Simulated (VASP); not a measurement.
Output of a VASP run:

**OSZICAR**
```
       N       E                     dE             d eps       ncg     rms          rms(c)
DAV:   1     0.302322049912E+02    0.30232E+02   -0.48740E+03  4801   0.171E+03
DAV:   2    -0.503686307182E+01   -0.35269E+02   -0.33322E+02  4661   0.181E+02
DAV:   3    -0.540243589464E+01   -0.36557E+00   -0.36464E+00  5503   0.266E+01
DAV:   4    -0.540486280723E+01   -0.24269E-02   -0.24266E-02  5514   0.189E+00
DAV:   5    -0.540488889230E+01   -0.26085E-04   -0.26085E-04  5489   0.160E-01    0.840E+00
RMM:   6    -0.468901351930E+01    0.71588E+00   -0.63148E+00  4629   0.622E+01    0.464E+00
RMM:   7    -0.432227561158E+01    0.36674E+00   -0.11196E+00  4624   0.271E+01    0.110E+00
RMM:   8    -0.431182774080E+01    0.10448E-01   -0.39617E-02  4613   0.243E+00    0.330E-01
RMM:   9    -0.430982013040E+01    0.20076E-02   -0.96982E-03  4671   0.254E+00    0.322E-02
RMM:  10    -0.430997639853E+01   -0.15627E-03   -0.14029E-03  4802   0.492E-01    0.160E-02
RMM:  11    -0.430998991260E+01   -0.13514E-04   -0.17884E-04  4643   0.316E-01    0.418E-02
RMM:  12    -0.430996995121E+01    0.19961E-04   -0.64984E-05  4340   0.145E-01    0.127E-03
RMM:  13    -0.430997235972E+01   -0.24085E-05   -0.20839E-05  3418   0.549E-02
   1 F= -.43099724E+01 E0= -.43100207E+01  d E =-.430997E+01
```

OUTCAR:
```
------------------------ aborting loop because EDIFF is reached ----------------------------------------
  FORCE on cell =-STRESS in cart. coord.  units (eV):
  Direction    XX          YY          ZZ          XY          YZ          ZX
  --------------------------------------------------------------------------------------
  Total       -0.0164983     -0.0164983     -0.0164983      0.0000000     -0.0000000      0.0000000
  in kB       -2.3282928     -2.3282928     -2.3282928      0.0000000     -0.0000000      0.0000000
  external PRESSURE =      -2.3282928 kB  Pullay stress =       0.0000000 kB
  volume of cell :       11.35
      direct lattice vectors                 reciprocal lattice vectors
     0.000000000  1.783858628  1.783858628    -0.280291270  0.280291270  0.280291270
     1.783858628  0.000000000  1.783858628     0.280291270 -0.280291270  0.280291270
     1.783858628  1.783858628  0.000000000     0.280291270  0.280291270 -0.280291270
 POSITION                                       TOTAL-FORCE (eV/Angst)
 -----------------------------------------------------------------------------------
      0.00000      0.00000      0.00000         0.000000      0.000000      0.000000
 -----------------------------------------------------------------------------------
    total drift:                               -0.000000     -0.000000     -0.000000
  FREE ENERGIE OF THE ION-ELECTRON SYSTEM (eV)
  ---------------------------------------------------
  free  energy   TOTEN  =        -4.3099723597 eV

  energy  without entropy=       -4.3101172639  energy(sigma->0) =       -4.31002066

 reached required accuracy - stopping structural energy minimisation
```
(Selected blocks of OUTCAR.)

**POSCAR**
```
Cu
1
   -0.0000000000     1.7838586276     1.7838586276
    1.7838586276    -0.0000000000     1.7838586276
    1.7838586276     1.7838586276    -0.0000000000
Cu
1
Direct
  0.0000000000   0.0000000000   0.0000000000
```

Q: Write an INCAR and KPOINTS that could have produced this output.

A: One answer among several that fit: the input of the run itself, PBEsol GGA, plane waves, VASP's PBE PAW potentials (set 64).

**INCAR**
```
SYSTEM = Cu
IBRION = 2   ! conjugate gradients
LMAXMIX = 4
LCHARG = .FALSE.
EDIFF = 1E-5   ! SCF stop (eV)
LREAL = .FALSE.   ! projection in real space or not
ALGO = Fast
NELM = 100   ! most electronic steps
LWAVE = .FALSE.
NELMIN = 4
ENCUT = 400   ! plane-wave cut-off (eV)
LASPH = .TRUE.   ! aspherical one-centre terms
NSW = 20
ISIF = 2   ! forces and stress, cell fixed
ISMEAR = 1   ! Methfessel-Paxton
EDIFFG = -0.03
PREC = Normal
GGA = PS   ! PBEsol
SIGMA = 0.1   ! width (eV)
```

**KPOINTS**
```
K-points
0
Gamma
 20 20 20
0 0 0
```

POTCAR, in this order: Cu (PBE.64 set). Program: vasp_std.

The compound is Cu in the fcc structure. It was relaxed first.
